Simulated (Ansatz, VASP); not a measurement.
# BPt2 (BPt2 (P6_3/mmc)): VASP beside Ansatz, part 2 of 2

Wanted: the spread between two codes on one cell, functional and k mesh. The cell is taken from a series of runs on this material, whose earlier steps may have relaxed, scaled, displaced or heated it; both programs get it as it stands.

VASP 6.6.1 and Ansatz 0.2.0.

So far: The structure; Ansatz: relaxation of cell and atoms, r2SCAN.

## (3) VASP: relaxation of cell and atoms, r2SCAN

Level of this step: r2SCAN; plane waves and PAW (B, Pt) (VASP).

The same cell, functional, mesh and smearing now go to VASP, with its own data sets.

Lines of VASP's logs that name or quote its potential files are left out, and so is its time.

INCAR reads:

```
SYSTEM = BPt2
PREC = Accurate
ENCUT = 550
EDIFF = 1E-07
NELM = 120
ISMEAR = -1
SIGMA = 0.05
LREAL = .FALSE.
ALGO = Normal
METAGGA = R2SCAN
LASPH = .TRUE.
NBANDS = 29
LORBIT = 11
LWAVE = .FALSE.
LCHARG = .FALSE.
ISIF = 3
IBRION = 2
NSW = 80
EDIFFG = -0.005
GGA_COMPAT = .FALSE.
NELMIN = 4
LMIXTAU = .TRUE.
KPAR = 2
```

POSCAR reads:

```
BPt2
1.0
    2.9283120000      0.0000000000      0.0000000000
   -1.4641560000      2.5359930000      0.0000000000
    0.0000000000      0.0000000000     10.3572160000
B Pt
2 4
Direct
    0.6666666667      0.3333333333      0.7500000000
    0.3333333333      0.6666666667      0.2500000000
    0.6666666667      0.3333333333      0.3837942551
    0.3333333333      0.6666666667      0.6162057449
    0.3333333333      0.6666666667      0.8837942551
    0.6666666667      0.3333333333      0.1162057449
```

KPOINTS reads:

```
Automatic mesh
0
Gamma
15 15 4
0 0 0
```

PAW data sets: B and Pt (PBE family, release 64).

Command:

```bash
$ mpirun -np 2 vasp_std
```

Numbers of over 12 decimals in the logs are rounded to 6 here.

Output:

```text
[banner, memory and clock lines left out]
running    2 mpi-ranks, on    1 nodes
 distrk:  each k-point on    1 cores,    2 groups
 distr:  one band on    1 cores,    1 groups

 POSCAR found type information on POSCAR B Pt
 POSCAR found :  2 types and       6 ions
|                                                                             |
|               ----> ADVICE to this user running VASP <----                  |
|                                                                             |
|     You enforced a specific xc type in the INCAR file but a different       |
|     [... a line on the potential file left out ...]
|     I HOPE YOU KNOW WHAT YOU ARE DOING!                                     |
|                                                                             |

 LDA part: xc-table for (None), standard interpolation
 POSCAR, INCAR and KPOINTS ok, starting setup
 FFT: planning ... GRIDC
 FFT: planning ... GRID_SOFT
 FFT: planning ... GRID
 WAVECAR not read
 entering main loop
       N       E                     dE             d eps       ncg     rms          rms(c)
DAV:   1     0.943390931416E+02    0.94339E+02   -0.25022E+04  4698   0.165E+03
DAV:   2    -0.224743389733E+03   -0.31908E+03   -0.30188E+03  5249   0.339E+02
DAV:   3    -0.237952950475E+03   -0.13210E+02   -0.12780E+02  5625   0.634E+01
DAV:   4    -0.238162007379E+03   -0.20906E+00   -0.20825E+00  5354   0.808E+00
DAV:   5    -0.238166549520E+03   -0.45421E-02   -0.45400E-02  5543   0.107E+00    0.316E+01
DAV:   6    -0.228719650425E+03    0.94469E+01   -0.23150E+01  4943   0.329E+01    0.126E+01
DAV:   7    -0.221533832482E+03    0.71858E+01   -0.26898E+00  4823   0.114E+01    0.818E+00
DAV:   8    -0.221694533193E+03   -0.16070E+00   -0.28623E-01  4988   0.382E+00    0.567E-01
DAV:   9    -0.221647677828E+03    0.46855E-01   -0.56827E-01  4938   0.448E+00    0.615E-01
DAV:  10    -0.221768181631E+03   -0.12050E+00   -0.29786E-02  5253   0.102E+00    0.384E-01
DAV:  11    -0.221862253714E+03   -0.94072E-01   -0.85906E-02  4941   0.170E+00    0.161E-01
DAV:  12    -0.221860997685E+03    0.12560E-02   -0.42302E-03  5616   0.363E-01    0.722E-02
DAV:  13    -0.221863560431E+03   -0.25627E-02   -0.34749E-03  4953   0.374E-01    0.509E-02
DAV:  14    -0.221863159264E+03    0.40117E-03   -0.83715E-04  5224   0.196E-01    0.188E-02
DAV:  15    -0.221863613947E+03   -0.45468E-03   -0.35706E-04  4923   0.125E-01    0.800E-03
DAV:  16    -0.221863660171E+03   -0.46223E-04   -0.27807E-05  5408   0.321E-02    0.591E-03
DAV:  17    -0.221863686522E+03   -0.26352E-04   -0.33118E-05  4961   0.368E-02    0.146E-03
DAV:  18    -0.221863687245E+03   -0.72303E-06   -0.24788E-06  5208   0.103E-02    0.124E-03
DAV:  19    -0.221863687559E+03   -0.31376E-06   -0.73551E-08  3179   0.208E-03    0.657E-04
DAV:  20    -0.221863687348E+03    0.21084E-06   -0.66479E-08  2899   0.206E-03    0.164E-04
DAV:  21    -0.221863687414E+03   -0.65875E-07   -0.11877E-08  2759   0.739E-04
   1 F= -.22186369E+03 E0= -.22184901E+03  d E =-.221864E+03
[...]
2 F= -.22186370E+03 E0= -.22184900E+03  d E =-.139665E-04
[...]
3 F= -.22186370E+03 E0= -.22184901E+03  d E =-.157053E-04
[...]
4 F= -.22186371E+03 E0= -.22184901E+03  d E =-.373234E-05
 trial-energy change:   -0.000004  1 .order    0.000001   -0.000009    0.000010
 step:   0.6939(harm=  0.4438)  dis= 0.00008  next Energy=  -221.863708 (dE=-0.502E-05)
 bond charge predicted
       N       E                     dE             d eps       ncg     rms          rms(c)
DAV:   1    -0.221863713010E+03   -0.61533E-05   -0.12702E-04  4728   0.765E-02    0.147E-02
DAV:   2    -0.221863708511E+03    0.44995E-05   -0.15796E-05  4859   0.274E-02    0.482E-03
DAV:   3    -0.221863707957E+03    0.55376E-06   -0.74558E-07  5034   0.515E-03    0.340E-03
DAV:   4    -0.221863707749E+03    0.20765E-06   -0.63227E-07  4837   0.421E-03    0.102E-03
DAV:   5    -0.221863707706E+03    0.43437E-07   -0.39849E-07  4212   0.365E-03
   5 F= -.22186371E+03 E0= -.22184902E+03  d E =-.458639E-05
 curvature:  -0.19 expect dE=-0.155E-05 dE for cont linesearch -0.539E-06
 trial: gam= 0.00000 g(F)=  0.397E-06 g(S)=  0.761E-05 ort =-0.555E-05 (trialstep = 0.896E+00)
 search vector abs. value=  0.800E-05
 reached required accuracy - stopping structural energy minimisation
```

Parts of OUTCAR (step 3):

```text
ion  position               nearest neighbor table
   1  0.667  0.333  0.750-   4 2.19   5 2.19   4 2.19   5 2.19   4 2.19   5 2.19
   2  0.333  0.667  0.250-   3 2.19   6 2.19   3 2.19   6 2.19   3 2.19   6 2.19
   3  0.667  0.333  0.384-   2 2.19   2 2.19   2 2.19   6 2.77   4 2.94   4 2.94   4 2.94
   4  0.333  0.667  0.616-   1 2.19   1 2.19   1 2.19   5 2.77   3 2.94   3 2.94   3 2.94
   5  0.333  0.667  0.884-   1 2.19   1 2.19   1 2.19   4 2.77   6 2.94   6 2.94   6 2.94
   6  0.667  0.333  0.116-   2 2.19   2 2.19   2 2.19   3 2.77   5 2.94   5 2.94   5 2.94

  LATTYP: Found a hexagonal cell.
 ALAT       =     2.9283120000
 C/A-ratio  =     3.5369236611

 Subroutine GETGRP returns: Found 24 space group operations
 (whereof 12 operations were pure point group operations)

The static configuration has the point symmetry D_3d.
 The point group associated with its full space group is D_6h.

 Found     81 irreducible k-points:

   k-points           NKPTS =     81   k-points in BZ     NKDIM =     81   number of bands    NBANDS=     29

   dimension x,y,z NGX =    24 NGY =   24 NGZ =   80
   dimension x,y,z NGXF=    48 NGYF=   48 NGZF=  160

   ENCUT  =  550.0 eV  40.42 Ry    6.36 a.u.   5.60  5.60 19.81*2*pi/ulx,y,z

   NELECT =      46.0000    total number of electrons

 k-points in reciprocal lattice and weights: Automatic mesh
   0.00000000  0.00000000  0.00000000       0.001
   0.06666667  0.00000000  0.00000000       0.007
   0.13333333  0.00000000  0.00000000       0.007
   0.20000000  0.00000000  0.00000000       0.007
   0.26666667  0.00000000  0.00000000       0.007
   0.33333333  0.00000000  0.00000000       0.007
   0.40000000  0.00000000  0.00000000       0.007
   0.46666667  0.00000000  0.00000000       0.007
   0.06666667  0.06666667  0.00000000       0.007
[...]
0.33333333  0.26666667  0.50000000       0.013
   0.33333333  0.33333333  0.50000000       0.002

 average (electrostatic) potential at core
       1 -24.7352       2 -24.7352       3 -69.6399       4 -69.6399       5 -69.6399
       6 -69.6399

 E-fermi :   9.9913

 k-point     1 :       0.0000    0.0000    0.0000
  band No.  band energies     occupation
    ...
     20       7.4146      2.00000
     21       7.7832      2.00000
     22       7.7832      2.00000
     23       8.6978      2.00000
     24       8.6978      2.00000
     25      10.1938      0.03423
     26      12.4198      0.00000
     27      16.3511      0.00000
     28      16.3511      0.00000
     29      16.7501      0.00000

 k-point     2 :       0.0667    0.0000    0.0000
  band No.  band energies     occupation
    ...
     20       7.5872      2.00000
     21       7.7437      2.00000
     22       7.8605      2.00000
     23       8.6450      2.00000
     24       8.7011      2.00000
     25      10.3444      0.00171
     26      12.7439      0.00000
     27      16.1956      0.00000
     28      16.3610      0.00000
     29      16.5605      0.00000

 k-point     3 :       0.1333    0.0000    0.0000
  band No.  band energies     occupation
    ...
     20       7.4489      2.00000
     21       7.6446      2.00000
     22       8.5690      2.00000
     23       8.6655      2.00000
     24       8.7057      2.00000
     25      10.6717      0.00000
     26      13.5677      0.00000
     27      15.7898      0.00000
     28      16.0878      0.00000
     29      16.3799      0.00000

  Total        0.0192317      0.0192318      0.0143617      0.0000000     -0.0000000     -0.0000000
  in kB        0.4007174      0.4007175      0.2992445      0.0000000     -0.0000000     -0.0000000
  external PRESSURE =       0.3668931 kB  Pullay stress =       0.0000000 kB

  energy-cutoff  :      550.00
  volume of cell :       76.89
      direct lattice vectors                 reciprocal lattice vectors
     2.928276615  0.000000000 -0.000000000     0.341497793  0.197163810  0.000000000
    -1.464138308  2.535962356  0.000000000    -0.000000000  0.394327620 -0.000000000
    -0.000000000  0.000000000 10.354668474     0.000000000 -0.000000000  0.096574796

 POSITION                                       TOTAL-FORCE (eV/Angst)
 -----------------------------------------------------------------------------------
      1.46414      0.84532      7.76600         0.000000     -0.000000     -0.000000
     -0.00000      1.69064      2.58867        -0.000000      0.000000     -0.000000
      1.46414      0.84532      3.97468        -0.000000     -0.000000      0.001435
     -0.00000      1.69064      6.37999         0.000000      0.000000     -0.001435
     -0.00000      1.69064      9.15201         0.000000     -0.000000      0.001435
      1.46414      0.84532      1.20266        -0.000000      0.000000     -0.001435
 -----------------------------------------------------------------------------------
    total drift:                               -0.000000      0.000000     -0.000000

  FREE ENERGIE OF THE ION-ELECTRON SYSTEM (eV)
  ---------------------------------------------------
  free  energy   TOTEN  =      -221.8637077059 eV

  energy  without entropy=     -221.8343226931  energy(sigma->0) =     -221.84901520

 reached required accuracy - stopping structural energy minimisation

 total charge
# of ion       s       p       d       tot
------------------------------------------
    1        0.692   1.048   0.000   1.740
    2        0.692   1.048   0.000   1.740
    3        0.651   0.641   8.160   9.453
    4        0.651   0.641   8.160   9.453
    5        0.651   0.641   8.160   9.453
    6        0.651   0.641   8.160   9.453
--------------------------------------------------
tot          3.990   4.661  32.641  41.292

[... 3 further parts left out ...]
```

CONTCAR:

```
BPt2
   1.00000000000000
     2.9282766152414119    0.0000000000000000   -0.0000000000000000
    -1.4641383076207060    2.5359623558850064    0.0000000000000000
    -0.0000000000000000    0.0000000000000000   10.3546684735932288
  B               Pt
     2     4
Direct
     0.6666666667000030    0.3333333332999970    0.7500000000000000
     0.3333333332999970    0.6666666667000030    0.2500000000000000
     0.6666666667000030    0.3333333332999970    0.3838537507314668
     0.3333333332999970    0.6666666667000030    0.6161462492685332
     0.3333333332999970    0.6666666667000030    0.8838537507314668
     0.6666666667000030    0.3333333332999970    0.1161462492685333
```

The PAW data sets were made with PBE, which is usual practice but a small mismatch for other functionals.

## (4) Differences

Known differences besides the potentials themselves: VASP keeps PBE cores, Ansatz makes them for the functional; the data sets hold 78 valence electrons in Ansatz (on its PAW soft_1 files) and 46 in VASP; the cutoff is 500 eV in Ansatz and 550 eV in VASP; Ansatz adds a Pulay correction to the stress that steers its cell, VASP none. Total energies have different zeros and are not compared.

Both answers:

```csv
quantity,Ansatz,VASP,difference
volume (Å³),76.69,76.89,-0.26 %
"edge a after relaxation, in the typed setting (Å)",2.926,2.928,-0.08 %
"edge c after relaxation, in the typed setting (Å)",10.344,10.355,-0.11 %
```

## (5) What came out

| Item | Value |
| --- | --- |
| difference in volume (relaxation of cell and atoms, r2SCAN) | -0.26 % |

In words: The difference in volume is -0.26 % (relaxation of cell and atoms, r2SCAN), within the 1.2 % picked in this series as the mark of a large difference, as far as the stopping tolerances let one tell. The data sets hold unlike numbers of valence electrons (78 in Ansatz and 46 in VASP), so part of the differences comes from the potentials. How closely two codes agree says nothing of how well the functional describes the real material.

[Lines on the potential files, build, host, timing and source positions are cut from VASP's logs without a mark.]

[Logs are printed without paths, hosts, clocks, repeated set-up lines and the standing remarks that a program may print on its own settings, such as how far it seeks lower states.]

[Hosts, paths, dates, database ids (printed as entryN), source tags and the programs' standing remarks are cut or masked in the printed files.]
